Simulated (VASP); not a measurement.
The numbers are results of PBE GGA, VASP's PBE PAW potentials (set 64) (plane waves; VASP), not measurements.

VASP input:

**INCAR**
```
SYSTEM = Fe16C
PREC = Normal
ENCUT = 400
EDIFF = 1E-5
NELM = 100
ALGO = Normal
LREAL = .FALSE.
LASPH = .TRUE.
ISMEAR = 1
SIGMA = 0.1
GGA = PE
LMAXMIX = 4
ISPIN = 2
MAGMOM = 2.5 2.5 2.5 2.5 2.5 2.5 2.5 2.5 2.5 2.5 2.5 2.5 2.5 2.5 2.5 2.5 0.0
LORBIT = 10
LWAVE = .TRUE.
LCHARG = .FALSE.
NELMIN = 4
LDIPOL = .TRUE.
IDIPOL = 3
DIPOL = 0.5 0.5 0.5
IBRION = 2
ISIF = 2
NSW = 120
EDIFFG = -0.03
```

**POSCAR**
```
Fe16C
1
    5.6674620840    -0.0000000000    -0.0000000000
    2.8337310420     4.0075009467     0.0000000000
   -0.0000000000     0.0000000000    19.8343291801
Fe C
16 1
Direct
  0.7500000000   0.5000000000   0.3484633234
  0.2500000000   0.5000000000   0.3484633234
  0.7500000000   0.0000000000   0.3487374292
  0.2500000000   0.0000000000   0.3486881339
  0.9997052676   0.0000000000   0.4487065086
  0.5002947324   0.0000000000   0.4487065086
  0.9998171716   0.5003656568   0.4491331395
  0.5001828284   0.4996343432   0.4491331395
  0.7500000000   0.5000000000   0.5511858422
  0.2500000000   0.5000000000   0.5511858422
  0.7500000000   0.0000000000   0.5508545917
  0.2500000000   0.0000000000   0.5507771177
  0.0100364374   0.0000000000   0.6571091436
  0.4899635626   0.0000000000   0.6571091436
  0.0032211210   0.4935577581   0.6535985613
  0.4967788790   0.5064422419   0.6535985613
  0.2500000000   0.0000000000   0.7137436903
```

### KPOINTS
```
Regular mesh
0
Gamma
  6 7 1
```

POTCAR, in this order: Fe C (PBE.64 set). Program: vasp_std.

### Question
Estimate the energy per atom (σ→0), cell moment, band gap (on the k-mesh).

### Answer

- energy per atom (σ→0) = -7.889 eV/atom
- cell moment = 38.15 μB
- band gap (on the k-mesh) = none (metal, semimetal or under 0.01 eV)

**OSZICAR**
```
...
DAV:   2    -0.134108247322E+03   -0.32066E-02   -0.87329E-03 12429   0.105E+00    0.606E-01
DAV:   3    -0.134109734915E+03   -0.14876E-02   -0.16866E-02 11983   0.178E+00    0.722E-01
DAV:   4    -0.134110793065E+03   -0.10582E-02   -0.18791E-02 12382   0.161E+00    0.665E-01
DAV:   5    -0.134106961913E+03    0.38312E-02   -0.76152E-03 12195   0.114E+00    0.112E-01
DAV:   6    -0.134107004709E+03   -0.42796E-04   -0.44463E-04 12420   0.243E-01    0.742E-02
DAV:   7    -0.134106985588E+03    0.19121E-04   -0.14059E-04  9566   0.128E-01    0.538E-02
DAV:   8    -0.134106982735E+03    0.28533E-05   -0.67911E-05  9891   0.137E-01
  21 F= -.13410698E+03 E0= -.13410785E+03  d E =-.504029E-03  mag=    38.1457
```

The cell is a thin slab with vacuum, built from Fe (bcc): (110) face, C adsorbed.
